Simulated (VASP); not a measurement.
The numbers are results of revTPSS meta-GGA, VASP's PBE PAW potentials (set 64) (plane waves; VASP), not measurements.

A VASP calculation is set up with these files.

**POSCAR**
```
SnTe
1
    0.0000000000     3.1600000000     3.1600000000
    3.1600000000     0.0000000000     3.1600000000
    3.1600000000     3.1600000000     0.0000000000
Sn Te
1 1
Direct
  0.0000000000   0.0000000000   0.0000000000
  0.5000000000   0.5000000000   0.5000000000
```

### KPOINTS
```
kpoints
0
Gamma
 8 8 8
```

### INCAR
```
SYSTEM = SnTe
PREC = Accurate
ENCUT = 520
EDIFF = 1E-7
NELM = 100
ALGO = Normal
LREAL = .FALSE.
LASPH = .TRUE.
ISMEAR = -5
METAGGA = RTPSS
LMIXTAU = .TRUE.
LMAXMIX = 4
LWAVE = .FALSE.
LCHARG = .FALSE.
LORBIT = 11
NEDOS = 601
ISIF = 2
```

File KPOINTS_OPT:
```
k-points along high-symmetry lines
10
Line-mode
Reciprocal
  0.000000   0.000000   0.000000 ! GAMMA
  0.500000   0.000000   0.500000 ! X

  0.500000   0.000000   0.500000 ! X
  0.625000   0.250000   0.625000 ! U

  0.375000   0.375000   0.750000 ! K
  0.000000   0.000000   0.000000 ! GAMMA

  0.000000   0.000000   0.000000 ! GAMMA
  0.500000   0.500000   0.500000 ! L

  0.500000   0.500000   0.500000 ! L
  0.500000   0.250000   0.750000 ! W

  0.500000   0.250000   0.750000 ! W
  0.500000   0.000000   0.500000 ! X
```

POTCAR, in this order: Sn_d Te (PBE.64 set). Program: vasp_std.

The run wrote:

File OSZICAR:
```
       N       E                     dE             d eps       ncg     rms          rms(c)
DAV:   1     0.157004984539E+03    0.15700E+03   -0.10157E+04   824   0.169E+03
DAV:   2     0.381985580335E+02   -0.11881E+03   -0.11734E+03   836   0.370E+02
DAV:   3     0.283628804687E+02   -0.98357E+01   -0.98079E+01  1088   0.106E+02
DAV:   4     0.281436122640E+02   -0.21927E+00   -0.21918E+00   920   0.174E+01
DAV:   5     0.281375056889E+02   -0.61066E-02   -0.61064E-02  1078   0.284E+00    0.711E+00
DAV:   6     0.304651236393E+02    0.23276E+01   -0.10834E+01   930   0.519E+01    0.298E+00
DAV:   7     0.297832598143E+02   -0.68186E+00   -0.11975E+00   812   0.153E+01    0.192E+00
DAV:   8     0.298961109815E+02    0.11285E+00   -0.14953E-01   956   0.389E+00    0.139E+00
DAV:   9     0.298094742990E+02   -0.86637E-01   -0.45654E-01   848   0.102E+01    0.650E-01
DAV:  10     0.298118990758E+02    0.24248E-02   -0.14505E-01   830   0.617E+00    0.651E-01
DAV:  11     0.298116170765E+02   -0.28200E-03   -0.10276E-02   932   0.129E+00    0.271E-01
DAV:  12     0.298049863990E+02   -0.66307E-02   -0.72178E-03   812   0.137E+00    0.922E-02
DAV:  13     0.298047354622E+02   -0.25094E-03   -0.25963E-03   884   0.801E-01    0.735E-02
DAV:  14     0.298045271114E+02   -0.20835E-03   -0.28363E-04   878   0.242E-01    0.487E-02
DAV:  15     0.298045286999E+02    0.15886E-05   -0.30204E-05   956   0.871E-02    0.392E-02
DAV:  16     0.298045216760E+02   -0.70239E-05   -0.18959E-05   812   0.675E-02    0.118E-02
DAV:  17     0.298045241728E+02    0.24968E-05   -0.66607E-06   842   0.469E-02    0.610E-03
DAV:  18     0.298045231178E+02   -0.10550E-05   -0.16775E-06   824   0.203E-02    0.421E-03
DAV:  19     0.298045223153E+02   -0.80253E-06   -0.72109E-07   866   0.125E-02    0.230E-03
DAV:  20     0.298045219298E+02   -0.38545E-06   -0.10057E-07   442   0.393E-03    0.152E-03
DAV:  21     0.298045220620E+02    0.13217E-06   -0.51983E-08   412   0.253E-03    0.415E-04
DAV:  22     0.298045220966E+02    0.34648E-07   -0.55377E-09   424   0.730E-04
   1 F= 0.29804522E+02 E0= 0.29804522E+02  d E =0.000000E+00
       N       E                     dE             ncg
       N       E                     dE             ncg
       N       E                     dE             ncg
```

File OUTCAR:
```
------------------------ aborting loop because EDIFF is reached ----------------------------------------
  FORCE on cell =-STRESS in cart. coord.  units (eV):
  Direction    XX          YY          ZZ          XY          YZ          ZX
  --------------------------------------------------------------------------------------
  Total        0.0046858      0.0046858      0.0046858      0.0000000      0.0000000     -0.0000000
  in kB        0.1189607      0.1189607      0.1189607      0.0000000      0.0000000     -0.0000000
  external PRESSURE =       0.1189607 kB  Pullay stress =       0.0000000 kB
  volume of cell :       63.11
      direct lattice vectors                 reciprocal lattice vectors
     0.000000000  3.160000000  3.160000000    -0.158227848  0.158227848  0.158227848
     3.160000000  0.000000000  3.160000000     0.158227848 -0.158227848  0.158227848
     3.160000000  3.160000000  0.000000000     0.158227848  0.158227848 -0.158227848
 POSITION                                       TOTAL-FORCE (eV/Angst)
 -----------------------------------------------------------------------------------
      0.00000      0.00000      0.00000         0.000000     -0.000000     -0.000000
      3.16000      3.16000      3.16000        -0.000000      0.000000      0.000000
 -----------------------------------------------------------------------------------
    total drift:                               -0.000000      0.000000      0.000000
  FREE ENERGIE OF THE ION-ELECTRON SYSTEM (eV)
  ---------------------------------------------------
  free  energy   TOTEN  =        29.8045220966 eV

  energy  without entropy=       29.8045220966  energy(sigma->0) =       29.80452210

 total charge

# of ion       s       p       d       tot
------------------------------------------
    1        1.275   0.710   9.989  11.974
    2        1.372   1.969   0.029   3.370
--------------------------------------------------
tot          2.647   2.679  10.018  15.344
```
(Selected blocks of OUTCAR.)

### OUTCAR
```
 val. band max:        6.7824631383   @ k =   0.5000   0.0000   0.0000

 cond. band min:       6.8294237533   @ k =   0.5000   0.0000   0.0000


 Fermi energy:         6.8125675269

 k-point     1 :       0.0000    0.0000    0.0000
  band No.  band energies     occupation
      1     -15.1871      2.00000
      2     -15.1871      2.00000
      3     -15.1713      2.00000
      4     -15.1713      2.00000
      5     -15.1713      2.00000
      6      -6.0925      2.00000
      7       2.1377      2.00000
      8       4.6563      2.00000
      9       4.6563      2.00000
     10       4.6563      2.00000
     11      10.1779      0.00000
     12      10.1779      0.00000
     13      10.1779      0.00000
     14      11.5222      0.00000

 k-point     2 :       0.1250    0.0000    0.0000
  band No.  band energies     occupation
      1     -15.1880      2.00000
      2     -15.1880      2.00000
      3     -15.1713      2.00000
      4     -15.1708      2.00000
      5     -15.1708      2.00000
      6      -5.9598      2.00000
      7       1.4154      2.00000
      8       4.6749      2.00000
      9       4.6749      2.00000
     10       5.1564      2.00000
     11       9.4923      0.00000
     12       9.5041      0.00000
     13       9.5041      0.00000
     14      11.3899      0.00000

 k-point     3 :       0.2500    0.0000    0.0000
  band No.  band energies     occupation
      1     -15.1893      2.00000
      2     -15.1893      2.00000
      3     -15.1704      2.00000
      4     -15.1683      2.00000
      5     -15.1683      2.00000
      6      -5.5860      2.00000
      7       0.1185      2.00000
      8       4.7460      2.00000
      9       4.7460      2.00000
     10       5.8365      2.00000
     11       8.3971      0.00000
     12       8.4136      0.00000
     13       8.4136      0.00000
     14      11.7842      0.00000

 k-point     4 :       0.3750    0.0000    0.0000
  band No.  band energies     occupation
...
```

Unless said otherwise, spin-orbit coupling is left out, though it shifts the bands of the heavy elements here.

The compound is SnTe in the rock salt structure, which distorts at low temperature. The cell was not relaxed at this level.
